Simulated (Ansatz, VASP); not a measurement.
# Cross-check of Y2Ti2O7 between VASP and Ansatz, part 2 of 2

Aim: how closely do two programs agree when they are given the same cell, functional and k mesh? The cell is taken from a series of runs on this material, whose earlier steps may have relaxed, scaled, displaced or heated it; both programs get it as it stands.

VASP 6.6.1 and Ansatz 0.2.0.

So far: The starting structure; VASP: dielectric response, LDA.

### Step 2. VASP: dielectric response, LDA (continued)

Level of this step: LDA, no spin polarisation; plane waves and PAW (Y_sv, Ti_sv, O) (VASP).

Numbers of over 12 decimals in the logs are rounded to 6 here.

OUTCAR, selected parts (step 2):

```text
ion  position               nearest neighbor table
   1  0.125  0.125  0.125-  21 2.19  22 2.19  13 2.48  16 2.48  17 2.48  18 2.48   9 2.48  12 2.48
                             4 3.57   2 3.57   3 3.57   3 3.57   6 3.57   8 3.57   4 3.57   6 3.57
   2  0.625  0.125  0.125-  21 2.19  22 2.19  15 2.48  20 2.48  10 2.48  14 2.48  17 2.48   9 2.48
                             8 3.57   1 3.57   7 3.57   3 3.57   5 3.57   8 3.57   4 3.57   5 3.57
   3  0.125  0.125  0.625-  21 2.19  22 2.19  15 2.48  19 2.48  10 2.48  11 2.48  18 2.48  16 2.48
                             8 3.57   1 3.57   6 3.57   1 3.57   2 3.57   4 3.57   4 3.57   5 3.57
   4  0.125  0.625  0.125-  21 2.19  22 2.19  19 2.48  20 2.48  11 2.48  14 2.48  13 2.48  12 2.48
                             7 3.57   1 3.57   6 3.57   3 3.57   5 3.57   6 3.57   1 3.57   2 3.57
   5  0.625  0.625  0.625-  14 1.96  20 1.96  10 1.96  15 1.96  19 1.96  11 1.96   2 3.57   4 3.57
                             2 3.57   3 3.57   3 3.57   4 3.57
   6  0.125  0.625  0.625-  12 1.96  13 1.96  16 1.96  18 1.96  11 1.96  19 1.96   3 3.57   4 3.57
                             1 3.57   4 3.57   1 3.57   3 3.57
   7  0.625  0.625  0.125-   9 1.96  12 1.96  13 1.96  17 1.96  14 1.96  20 1.96   2 3.57   4 3.57
                             1 3.57   2 3.57   1 3.57   4 3.57
   8  0.625  0.125  0.625-   9 1.96  16 1.96  17 1.96  18 1.96  15 1.96  10 1.96   2 3.57   3 3.57
                             1 3.57   2 3.57   1 3.57   3 3.57
   9  0.545  0.955  0.955-   7 1.96   8 1.96   1 2.48   2 2.48
  10  0.705  0.295  0.705-   5 1.96   8 1.96   2 2.48   3 2.48
  11  0.955  0.545  0.545-   5 1.96   6 1.96   3 2.48   4 2.48
  12  0.295  0.705  0.295-   6 1.96   7 1.96   1 2.48   4 2.48
  13  0.955  0.545  0.955-   6 1.96   7 1.96   1 2.48   4 2.48
  14  0.705  0.705  0.295-   5 1.96   7 1.96   2 2.48   4 2.48
  15  0.545  0.955  0.545-   5 1.96   8 1.96   2 2.48   3 2.48
  16  0.295  0.295  0.705-   6 1.96   8 1.96   1 2.48   3 2.48
  17  0.705  0.295  0.295-   7 1.96   8 1.96   1 2.48   2 2.48
  18  0.955  0.955  0.545-   6 1.96   8 1.96   1 2.48   3 2.48
  19  0.295  0.705  0.705-   5 1.96   6 1.96   3 2.48   4 2.48
  20  0.545  0.545  0.955-   5 1.96   7 1.96   2 2.48   4 2.48
  21  0.000  0.000  0.000-   1 2.19   2 2.19   3 2.19   4 2.19
  22  0.250  0.250  0.250-   1 2.19   2 2.19   3 2.19   4 2.19

  LATTYP: Found a face centered cubic cell.
 ALAT       =    10.0986000000

 Subroutine GETGRP returns: Found 48 space group operations
 (whereof 24 operations were pure point group operations)

The static configuration has the point symmetry T_d .
 The point group associated with its full space group is O_h .

 Found      8 irreducible k-points:

   k-points           NKPTS =      8   k-points in BZ     NKDIM =      8   number of bands    NBANDS=    110

   dimension x,y,z NGX =    54 NGY =   54 NGZ =   54
   dimension x,y,z NGXF=   108 NGYF=  108 NGZF=  108

   ENCUT  =  520.0 eV  38.22 Ry    6.18 a.u.  13.28 13.28 13.28*2*pi/ulx,y,z

   NELECT =     176.0000    total number of electrons

 k-points in reciprocal lattice and weights: Automatic mesh
   0.00000000  0.00000000  0.00000000       0.016
   0.25000000  0.00000000  0.00000000       0.125
   0.50000000  0.00000000  0.00000000       0.062
   0.25000000  0.25000000  0.00000000       0.094
   0.50000000  0.25000000  0.00000000       0.375
  -0.25000000  0.25000000  0.00000000       0.188
   0.50000000  0.50000000  0.00000000       0.047
  -0.25000000  0.50000000  0.25000000       0.094

 average (electrostatic) potential at core
       1 -34.6435       2 -34.6435       3 -34.6435       4 -34.6435       5 -76.8276
       6 -76.8276       7 -76.8276       8 -76.8276       9 -70.8260      10 -70.8260
      11 -70.8260      12 -70.8260      13 -70.8260      14 -70.8260      15 -70.8260
      16 -70.8260      17 -70.8260      18 -70.8260      19 -70.8260      20 -70.8260
      21 -71.1798      22 -71.1798

  Total      -12.0524293    -12.0524293    -12.0524293     -0.0000000      0.0000000     -0.0000000
  in kB      -75.0000677    -75.0000677    -75.0000677     -0.0000000      0.0000000     -0.0000000
  external PRESSURE =     -75.0000677 kB  Pullay stress =       0.0000000 kB

  energy-cutoff  :      520.00
  volume of cell :      257.47
      direct lattice vectors                 reciprocal lattice vectors
     0.000000000  5.049300000  5.049300000    -0.099023627  0.099023627  0.099023627
     5.049300000  0.000000000  5.049300000     0.099023627 -0.099023627  0.099023627
     5.049300000  5.049300000  0.000000000     0.099023627  0.099023627 -0.099023627

 POSITION                                       TOTAL-FORCE (eV/Angst)
 -----------------------------------------------------------------------------------
      1.26232      1.26232      1.26232        -0.000000     -0.000000     -0.000000
      1.26232      3.78697      3.78697        -0.000000     -0.000000     -0.000000
      3.78697      3.78697      1.26232        -0.000000     -0.000000     -0.000000
      3.78697      1.26232      3.78697        -0.000000     -0.000000     -0.000000
      6.31162      6.31162      6.31162        -0.000000     -0.000000     -0.000000
      6.31162      3.78697      3.78697        -0.000000     -0.000000     -0.000000
      3.78697      3.78697      6.31162        -0.000000     -0.000000     -0.000000
      3.78697      6.31162      3.78697        -0.000000     -0.000000     -0.000000
      9.63958      7.57395      7.57395         0.036320     -0.000000     -0.000000
      5.04930      7.11493      5.04930        -0.000000      0.036320     -0.000000
      5.50832      7.57395      7.57395        -0.036320     -0.000000     -0.000000
      5.04930      2.98367      5.04930        -0.000000     -0.036320     -0.000000
      7.57395      9.63958      7.57395        -0.000000      0.036320     -0.000000
      5.04930      5.04930      7.11493        -0.000000     -0.000000      0.036320
      7.57395      5.50832      7.57395        -0.000000     -0.036320     -0.000000
      5.04930      5.04930      2.98367        -0.000000     -0.000000     -0.036320
      2.98367      5.04930      5.04930        -0.036320     -0.000000     -0.000000
      7.57395      7.57395      9.63958        -0.000000     -0.000000      0.036320
      7.11493      5.04930      5.04930         0.036320     -0.000000     -0.000000
      7.57395      7.57395      5.50832        -0.000000     -0.000000     -0.036320
      0.00000      0.00000      0.00000        -0.000000     -0.000000     -0.000000
      2.52465      2.52465      2.52465        -0.000000     -0.000000     -0.000000
 -----------------------------------------------------------------------------------
    total drift:                                0.000000      0.000000      0.000000

 MACROSCOPIC STATIC DIELECTRIC TENSOR (including local field effects in DFT)
 ------------------------------------------------------
           6.036309     0.000000    -0.000000
          -0.000000     6.036309     0.000000
          -0.000000     0.000000     6.036309
 ------------------------------------------------------

 PIEZOELECTRIC TENSOR (including local field effects)  for field in x, y, z        (C/m^2)
          XX          YY          ZZ          XY          YZ          ZX
  --------------------------------------------------------------------------------
  x     0.00000    -0.00000    -0.00000     0.00000     0.00000     0.00000
  y     0.00000     0.00000     0.00000     0.00000     0.00000     0.00000
  z     0.00000     0.00000     0.00000     0.00000     0.00000     0.00000

 BORN EFFECTIVE CHARGES (including local field effects) (in |e|, cummulative output)
 ---------------------------------------------------------------------------------
 ion    1
    1     3.92553     0.00822     0.00822
    2     0.00822     3.92553     0.00822
    3     0.00822     0.00822     3.92553
 ion    2
    1     3.92553    -0.00822    -0.00822
    2    -0.00822     3.92553     0.00822
    3    -0.00822     0.00822     3.92553
 ion    3
    1     3.92553     0.00822    -0.00822
    2     0.00822     3.92553    -0.00822
    3    -0.00822    -0.00822     3.92553
 ion    4
    1     3.92553    -0.00822     0.00822
    2    -0.00822     3.92553    -0.00822
    3     0.00822    -0.00822     3.92553
 ion    5
    1     6.65876    -0.09317    -0.09317
    2    -0.09317     6.65876    -0.09317
    3    -0.09317    -0.09317     6.65876
 ion    6
    1     6.65876     0.09317     0.09317
    2     0.09317     6.65876    -0.09317
    3     0.09317    -0.09317     6.65876
 ion    7
    1     6.65876    -0.09317     0.09317
    2    -0.09317     6.65876     0.09317
    3     0.09317     0.09317     6.65876
 ion    8
    1     6.65876     0.09317    -0.09317
    2     0.09317     6.65876     0.09317
    3    -0.09317     0.09317     6.65876
 ion    9
    1    -2.45961     0.00000     0.00000
    2     0.00000    -3.39333     1.53011
    3    -0.00000     1.53011    -3.39333
 ion   10
    1    -3.39333     0.00000    -1.53011
    2    -0.00000    -2.45961     0.00000
    3    -1.53011    -0.00000    -3.39333
 ion   11
    1    -2.45961     0.00000    -0.00000
    2    -0.00000    -3.39333    -1.53011
    3     0.00000    -1.53011    -3.39333
 ion   12
    1    -3.39333     0.00000     1.53011
    2    -0.00000    -2.45961     0.00000
    3     1.53011     0.00000    -3.39333
 ion   13
    1    -3.39333    -0.00000     1.53011
    2    -0.00000    -2.45961     0.00000
    3     1.53011     0.00000    -3.39333
 ion   14
    1    -3.39333    -1.53011     0.00000
[...]
2    -0.00000    -2.67604     0.00000
    3    -0.00000     0.00000    -2.67604
```

This run has no spin polarisation, so a moment on Ti, if there is one, isn't seen. The gap is read on the k-mesh alone, so it is an upper bound where the band edges lie off the mesh. Energies printed during the response cycles are not total energies of the cell.

### Step 3. Ansatz: dielectric response, LDA

Ansatz runs on its default PAW (the set named soft_2) files.

The same cell, functional (in two slightly different forms) and mesh now go to Ansatz, which takes its cutoff from its data sets.

input.yaml

```yaml
crystal:
  lattice:
    - [0.0, 5.0493, 5.0493]
    - [5.0493, 0.0, 5.0493]
    - [5.0493, 5.0493, 0.0]
  atoms:
    - { symbol: "Y", position: [0.125, 0.125, 0.125] }
    - { symbol: "Y", position: [0.625, 0.125, 0.125] }
    - { symbol: "Y", position: [0.125, 0.125, 0.625] }
    - { symbol: "Y", position: [0.125, 0.625, 0.125] }
    - { symbol: Ti, position: [0.625, 0.625, 0.625] }
    - { symbol: Ti, position: [0.125, 0.625, 0.625] }
    - { symbol: Ti, position: [0.625, 0.625, 0.125] }
    - { symbol: Ti, position: [0.625, 0.125, 0.625] }
    - { symbol: O, position: [0.5454541437, 0.9545458563, 0.9545458563] }
    - { symbol: O, position: [0.7045458563, 0.2954541437, 0.7045458563] }
    - { symbol: O, position: [0.9545458563, 0.5454541437, 0.5454541437] }
    - { symbol: O, position: [0.2954541437, 0.7045458563, 0.2954541437] }
    - { symbol: O, position: [0.9545458563, 0.5454541437, 0.9545458563] }
    - { symbol: O, position: [0.7045458563, 0.7045458563, 0.2954541437] }
    - { symbol: O, position: [0.5454541437, 0.9545458563, 0.5454541437] }
    - { symbol: O, position: [0.2954541437, 0.2954541437, 0.7045458563] }
    - { symbol: O, position: [0.7045458563, 0.2954541437, 0.2954541437] }
    - { symbol: O, position: [0.9545458563, 0.9545458563, 0.5454541437] }
    - { symbol: O, position: [0.2954541437, 0.7045458563, 0.7045458563] }
    - { symbol: O, position: [0.5454541437, 0.5454541437, 0.9545458563] }
    - { symbol: O, position: [0.0, 0.0, 0.0] }
    - { symbol: O, position: [0.25, 0.25, 0.25] }
kpoints:
  mp_grid: { grid: [4, 4, 4] }
hamiltonian:
  xc: lda
scf:
  occupations: { method: fixed }
dielectric: {}
```

Started as:

```bash
ansatz run input.yaml --threads 24 --pin off --max-ram 82944MiB --backend cuda --events-out ev --progress --plain --runs-dir out --devices 1 --max-vram 78GiB
```

The log of the run:

```text
GPUs: using 1 of 1 available (devices: 1).
Engine: ansatz 0.2.0, aarch64-unknown-linux-gnu
Pseudopotentials: kind: paw
Pseudopotential: Y, paw, valence charge 11, recommended cutoff 420 eV (normal), Y.paw.azcp
Pseudopotential: Ti, paw, valence charge 12, recommended cutoff 420 eV (normal), Ti.paw.azcp
Pseudopotential: O, paw, valence charge 6, recommended cutoff 420 eV (normal), O.paw.azcp
Functional definition: SPW92
  exchange = slater_x
  correlation = pw_c
[...]
Crystal: 22 atoms, lattice volume = 257.468 Å³
Basis set: ecut = 420 eV, 5029 PW (Γ), exchange–correlation on 96×96×96 points (8 copies of the dense FFT grid, shifted against one another)
Bands: 110, of which v1, the nominal top of the filled ones, is band 88 counted from 1 (87 counted from 0)
Symmetry: 48 space group operations
k-points: 13 of 64 (irreducible under 8 space group operations, time reversal used)
Non-local potential: Y, projectors of the file, l = 0: 3, l = 1: 2, l = 2: 2, l = 3: 1
Non-local potential: Ti, projectors of the file, l = 0: 3, l = 1: 2, l = 2: 3, l = 3: 1
Non-local potential: O, projectors of the file, l = 0: 2, l = 1: 2, l = 2: 1
PAW form: soft (Blöchl's): semilocal exchange-correlation on the pseudo side does not see the compensation charge
PAW frozen core: Y, regenerated for the run's functional, and the local potential with it (the file was generated under x = pbe(κ = 0.804, μ = 0.219515), c = pbe(β = 0.066725))
PAW frozen core: Ti, regenerated for the run's functional, and the local potential with it (the file was generated under x = pbe(κ = 0.804, μ = 0.219515), c = pbe(β = 0.066725))
PAW frozen core: O, regenerated for the run's functional, and the local potential with it (the file was generated under x = pbe(κ = 0.804, μ = 0.219515), c = pbe(β = 0.066725))
PAW one-centre angular grid: Y, 590 points (default); XC on 64 Gauss nodes
PAW one-centre angular grid: Ti, 590 points (default); XC on 64 Gauss nodes
PAW one-centre angular grid: O, 110 points (default); XC on 64 Gauss nodes
Initial density: superposition of atomic densities (neutral atoms: chi_scale 0, normalization atom), corrected by the library's trained network
Initial wavefunctions: pseudopotential atomic-orbital guess
[...]
Functional: x = slater, c = lda
SCF iter   1: F=—  HF=-32598.138804 eV  |F-HF|=—  |Δ(HF+E_count)|=         —  Δρ=1.83e-2  dr2=7.76e-1  ethr=1.77e-3  ⟨swp⟩=3.4  Hψ=4783  notcnv=0  defer=165
preconditioner: auto → Resta (q_TF=auto, 2.561 Å⁻¹)  ε∞=5.5  [insulator: Δε(μ)=2.609 eV  Ē_g=12.685 eV  n_scr=64 (ndim 8)  ℏωp=27.0 eV  f_vac=0.019  ε∞_Penn≈5.5]
SCF iter   2: F=—  HF=-32597.984665 eV  |F-HF|=—  |Δ(HF+E_count)|=   1.54e-1  Δρ=8.20e-3  dr2=1.34e-1  ethr=4.41e-4  ⟨swp⟩=2.1  Hψ=2363  notcnv=0  defer=244
[...]
SCF iter  10: F=-32597.955794 eV  HF=-32597.955794 eV  |F-HF|=4.00e-11  |Δ(HF+E_count)|=  9.09e-11  Δρ=1.45e-7  dr2=6.55e-11  ethr=1.00e-12  ⟨swp⟩=11.8  Hψ=4799  notcnv=0
SCF 1 converged in 10 iterations: F = -32597.955794 eV  dr2 = 6.55e-11
  greatest PAW one-centre occupation: 0.999 electrons in one spin orbital (limit 2), on the Ti atom at site 7 (counted from 0), in its partial waves of l = 0
the response reads at least the filled bands of the reference SCF and the lowest empty band at each k-point, and that SCF's band table does not vouch for those bands. The notice of the band table in this run's record says why
[...]
NSCF: frozen V_eff on 1 k-points
[...]
DFPT response loops at Γ: preconditioner auto → Resta (q_TF=auto, 2.561 Å⁻¹)  ε∞=4.6 (no band partly filled); β = 1.00, the filter's whole step (`scf.mixing.beta` (0.50) is not read by the response loops at its default; to damp them type it under 1.00, their step now; it binds the ground state too); Broyden in place of MSR1
── the response to a field inside a basis, on 6×6×6 k-points: an SCF that follows is theirs, and a resumed run solves both again ──
[...]
Bands: 89, of which v1, the nominal top of the filled ones, is band 88 counted from 1 (87 counted from 0)
k-points: 28 of 216 (irreducible under 12 space group operations)
[...]
Eigensolver: Dense (28 Hₖ)
[...]
SCF 1 converged in 6 iterations: F = -32596.751830 eV  dr2 = 2.33e-8
[...]
SCF converged after 10 iterations
[...]
k-point 12: bands = ["-46.4039", "-46.4039", "-46.3992", "-46.3992", "-30.8891", "-30.8891", "-30.8543", "-30.8543", "-23.0423", "-23.0423", "-23.0304", "-23.0304", "-22.9955", "-22.9955", "-22.9955", "-22.9955", "-22.9590", "-22.9590", "-22.9502", "-22.9502", "-12.0077", "-12.0077", "-11.2706", "-11.2706", "-11.1400", "-11.1400", "-11.1083", "-11.1083", "-10.9390", "-10.9390", "-10.9325", "-10.9325", "-6.9961", "- [...]
--- Dielectric response (ions clamped): 3 representative field directions + reference, inside a basis on a mesh of 216 k-points (Σ response iterations 15) ---
  ε∞ (high-frequency dielectric tensor):
        6.001308     0.000000     0.000000
        0.000000     6.001308    -0.000000
        0.000000    -0.000000     6.001308
  Born effective charges Z* (e; rows j = field, columns β = displacement):
    site 0:
         3.92813    0.00856    0.00856
         0.00856    3.92813    0.00856
         0.00856    0.00856    3.92813
    site 1:
         3.92813   -0.00856   -0.00856
        -0.00856    3.92813    0.00856
        -0.00856    0.00856    3.92813
    site 2:
         3.92813    0.00856   -0.00856
         0.00856    3.92813   -0.00856
        -0.00856   -0.00856    3.92813
    site 3:
         3.92813   -0.00856    0.00856
        -0.00856    3.92813   -0.00856
         0.00856   -0.00856    3.92813
    site 4:
         6.63888   -0.09671   -0.09671
        -0.09671    6.63888   -0.09671
        -0.09671   -0.09671    6.63888
    site 5:
         6.63888    0.09671    0.09671
         0.09671    6.63888   -0.09671
         0.09671   -0.09671    6.63888
    site 6:
         6.63888   -0.09671    0.09671
        -0.09671    6.63888    0.09671
         0.09671    0.09671    6.63888
    site 7:
[...]
site 8:
[...]
site 9:
[...]
site 10:
[...]
site 11:
[...]
site 12:
[...]
site 13:
[...]
site 14:
[...]
site 15:
[...]
site 16:
[...]
site 17:
[...]
site 18:
[...]
site 19:
[...]
-1.52410   -3.38605    0.00000
        -0.00000    0.00000   -2.45677
    site 20:
        -2.67626   -0.00000   -0.00000
         0.00000   -2.67626    0.00000
        -0.00000    0.00000   -2.67626
    site 21:
        -2.67626   -0.00000   -0.00000
         0.00000   -2.67626    0.00000
        -0.00000    0.00000   -2.67626
  Z* charge neutrality: 1.587e-2 e pre-enforcement
  solved inside a basis spanned on kpoints, on 6×6×6 k-points, taken by the longest dipole's decay: ε∞ is read to err by 2.5e-2, Z* by 7.3e-2 e (field_mesh: kpoints solves on kpoints); Z* is corrected for what the basis lacks
```

Reading the cycles: dr2 is the Hartree energy of the density residual (eV), the measure of convergence; HF is the Harris–Foulkes estimate of the energy, which meets the free energy F at convergence.

### Step 4. Side by side

Known differences besides the potentials themselves: the two LDA forms differ slightly; fixed occupations in Ansatz, narrow Gaussian smearing in VASP; VASP's response is taken on the typed mesh, Ansatz refines its own for the field response alone; the cutoff is 420 eV in Ansatz and 520 eV in VASP; VASP's log shows a relativistic correction to its local exchange, Ansatz's none. Total energies have different zeros and are not compared.

Both answers:

```tsv
quantity	Ansatz	VASP	difference
ε∞ xx	6.00	6.04	-0.58 %
ε∞ yy	6.00	6.04	-0.58 %
ε∞ zz	6.00	6.04	-0.58 %
Born charge of Y1 (mean of the diagonal) (e)	3.93	3.93	0.00
Born charge of Ti5 (mean of the diagonal) (e)	6.64	6.66	-0.02
Born charge of O9 (mean of the diagonal) (e)	-3.08	-3.08	+0.01
```

### Step 5. Summary of results

```
difference in ε∞ xx (dielectric response, LDA) : -0.58 %
```

In words: The difference in ε∞ xx is -0.58 % (dielectric response, LDA), within the 5 % picked in this series as the mark of a large difference. How closely two codes agree says nothing of how well the functional describes the real material.

[Lines on the potential files, build, host, timing and source positions are cut from VASP's logs without a mark.]

[Logs are printed without paths, hosts, clocks, repeated set-up lines and the standing remarks that a program may print on its own settings, such as how far it seeks lower states.]

[Hosts, paths, dates, database ids (printed as entryN), source tags and the programs' standing remarks are cut or masked in the printed files.]
